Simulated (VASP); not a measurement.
Here is the system:

```yaml
crystal:
  lattice:
    - [4.96867, 0.00000, 0.00000]
    - [0.00000, 4.96867, 0.00000]
    - [0.00000, 0.00000, 3.41624]
  atoms:
    - { symbol: Pb, position: [0.00000, 0.00000, 0.00000] }
    - { symbol: Pb, position: [0.50000, 0.50000, 0.50000] }
    - { symbol: O, position: [0.30686, 0.30686, 0.00000] }
    - { symbol: O, position: [0.80686, 0.19314, 0.50000] }
    - { symbol: O, position: [0.19314, 0.80686, 0.50000] }
    - { symbol: O, position: [0.69314, 0.69314, 0.00000] }
```

Computed with r2SCAN+rVV10, VASP's PBE PAW potentials (set 64) (plane waves; VASP). Settings: 520 eV cut-off, 5×5×7 Γ-centred mesh, tetrahedra with Blöchl corrections, potentials Pb_d O.

The path is coarsely sampled, so an indirect gap can come out somewhat too large. Unless said otherwise, spin-orbit coupling is left out, though it shifts the bands of the heavy elements here.

Task: What does the run give for the energy per atom (σ→0), band gap (over mesh and band path) with the smallest direct gap where there is one?

Result: 
The band gap (over mesh and band path) comes out as 0.03 eV, the smallest direct gap (over mesh and band path) is 0.15 eV and the energy per atom (σ→0) is -23.476 eV/atom.

The absolute energy has meaning only against runs of the same code, potentials and settings.

The compound is PbO2 in the rutile structure. It was relaxed first.
